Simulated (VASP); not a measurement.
Method: PBEsol GGA, VASP's PBE PAW potentials (set 64) (plane waves; VASP).

A VASP calculation is set up with these files.

**POSCAR**
```
TiCo
1.0
  2.9060819612   0.0000000000   0.0000000000
  0.0000000000   2.9060819612   0.0000000000
  0.0000000000   0.0000000000   2.9060819612
Ti Co
1 1
direct
  0.0000000000   0.0000000000   0.0000000000
  0.5000000000   0.5000000000   0.5000000000
```

### KPOINTS
```
Automatic mesh
0
Gamma
13 13 13
0 0 0
```

INCAR:
```
ALGO  =  Normal
EDIFF  =  1E-6
EDIFFG  =  -0.02
ENCUT  =  500
GGA  =  PS
IBRION  =  2
ISIF  =  3
ISMEAR  =  1
LASPH  =  T
LCHARG  =  F
LMAXMIX  =  4
LREAL  =  F
LWAVE  =  F
NELM  =  100
NSW  =  40
PREC  =  Accurate
PSTRESS  =  50
SIGMA  =  0.1
SYSTEM  =  TiCo
```

POTCAR, in this order: Ti_sv Co (PBE.64 set). Program: vasp_std.

Output of the run:

**OSZICAR**
```
       N       E                     dE             d eps       ncg     rms          rms(c)
DAV:   1     0.148983585482E+03    0.14898E+03   -0.10269E+04  2352   0.187E+03
DAV:   2    -0.102822642743E+02   -0.15927E+03   -0.15655E+03  2430   0.408E+02
DAV:   3    -0.190703245776E+02   -0.87881E+01   -0.87253E+01  3634   0.106E+02
DAV:   4    -0.193381192003E+02   -0.26779E+00   -0.26713E+00  2904   0.153E+01
DAV:   5    -0.193486556427E+02   -0.10536E-01   -0.10536E-01  3406   0.272E+00    0.153E+01
DAV:   6    -0.179096642293E+02    0.14390E+01   -0.17993E+01  2486   0.655E+01    0.923E+00
DAV:   7    -0.186693654173E+02   -0.75970E+00   -0.25338E+01  3790   0.561E+01    0.183E+01
DAV:   8    -0.168842140457E+02    0.17852E+01   -0.12148E+01  3476   0.360E+01    0.179E+00
DAV:   9    -0.169027797160E+02   -0.18566E-01   -0.45210E-01  3536   0.699E+00    0.204E+00
DAV:  10    -0.168846438157E+02    0.18136E-01   -0.10121E-01  3428   0.413E+00    0.467E-01
DAV:  11    -0.168832875835E+02    0.13562E-02   -0.90503E-03  3008   0.117E+00    0.229E-01
DAV:  12    -0.168828808154E+02    0.40677E-03   -0.21601E-03  3786   0.446E-01    0.360E-02
DAV:  13    -0.168828760221E+02    0.47933E-05   -0.65223E-05  2800   0.106E-01    0.310E-02
DAV:  14    -0.168828694646E+02    0.65575E-05   -0.28816E-05  3072   0.604E-02    0.815E-03
DAV:  15    -0.168828687636E+02    0.70098E-06   -0.22043E-06  1594   0.212E-02
   1 F= -.16116949E+02 E0= -.16117314E+02  d E =-.161169E+02
```

### OUTCAR
```
------------------------ aborting loop because EDIFF is reached ----------------------------------------
  FORCE on cell =-STRESS in cart. coord.  units (eV):
  Direction    XX          YY          ZZ          XY          YZ          ZX
  --------------------------------------------------------------------------------------
  Total        0.7671288      0.7671288      0.7671288     -0.0000000      0.0000000     -0.0000000
  in kB       50.0789588     50.0789588     50.0789588     -0.0000000      0.0000000     -0.0000000
  external PRESSURE =       0.0789588 kB  Pullay stress =      50.0000000 kB
  volume of cell :       24.54
      direct lattice vectors                 reciprocal lattice vectors
     2.906081961  0.000000000  0.000000000     0.344105918  0.000000000  0.000000000
     0.000000000  2.906081961  0.000000000     0.000000000  0.344105918  0.000000000
     0.000000000  0.000000000  2.906081961     0.000000000  0.000000000  0.344105918
 POSITION                                       TOTAL-FORCE (eV/Angst)
 -----------------------------------------------------------------------------------
      0.00000      0.00000      0.00000         0.000000      0.000000      0.000000
      1.45304      1.45304      1.45304         0.000000      0.000000      0.000000
 -----------------------------------------------------------------------------------
    total drift:                                0.000000      0.000000     -0.000000
  FREE ENERGIE OF THE ION-ELECTRON SYSTEM (eV)
  ---------------------------------------------------
  free  energy   TOTEN  =       -16.8828687636 eV

  energy  without entropy=      -16.8839611255  energy(sigma->0) =      -16.88323288
  enthalpy is  TOTEN    =       -16.1169494905 eV   P V=        0.7659192732

 reached required accuracy - stopping structural energy minimisation
```
(Selected blocks of OUTCAR.)

OUTCAR:
```
 val. band max:       10.8245155208   @ k =   0.4615   0.1538   0.0769

 cond. band min:      10.8465324332   @ k =   0.4615   0.4615   0.1538


 Fermi energy:        10.8322446188

 k-point     1 :       0.0000    0.0000    0.0000
  band No.  band energies     occupation
      1     -45.9859      2.00000
      2     -22.1487      2.00000
      3     -22.1487      2.00000
      4     -22.1487      2.00000
      5       2.8358      2.00000
      6       6.6391      2.00000
      7       6.6391      2.00000
      8       9.2497      2.00000
      9       9.2497      2.00000
     10       9.2497      2.00000
     11      11.6884     -0.00000
     12      11.6884     -0.00000
     13      13.8689      0.00000
     14      13.8689      0.00000

 k-point     2 :       0.0769    0.0000    0.0000
  band No.  band energies     occupation
      1     -45.9832      2.00000
      2     -22.1724      2.00000
      3     -22.1470      2.00000
      4     -22.1470      2.00000
      5       2.9628      2.00000
      6       6.6970      2.00000
      7       6.7029      2.00000
      8       9.2409      2.00000
      9       9.2409      2.00000
     10       9.2735      2.00000
     11      11.6188     -0.00000
     12      11.7158     -0.00000
     13      13.6835      0.00000
     14      13.6835      0.00000

 k-point     3 :       0.1538    0.0000    0.0000
  band No.  band energies     occupation
      1     -45.9759      2.00000
      2     -22.2379      2.00000
      3     -22.1425      2.00000
      4     -22.1425      2.00000
      5       3.3345      2.00000
      6       6.8673      2.00000
      7       6.8763      2.00000
      8       9.2186      2.00000
      9       9.2186      2.00000
     10       9.3411      2.00000
     11      11.4154     -0.00000
     12      11.7804     -0.00000
     13      13.2250      0.00000
     14      13.2250      0.00000

 k-point     4 :       0.2308    0.0000    0.0000
  band No.  band energies     occupation
...
```

The compound is TiCo in the CsCl type structure. It was relaxed first under an external pressure of 5 GPa. The run is not spin-polarised, so no magnetic state was tried. The electron count is odd and the run is not spin-polarised, which forces a metal.
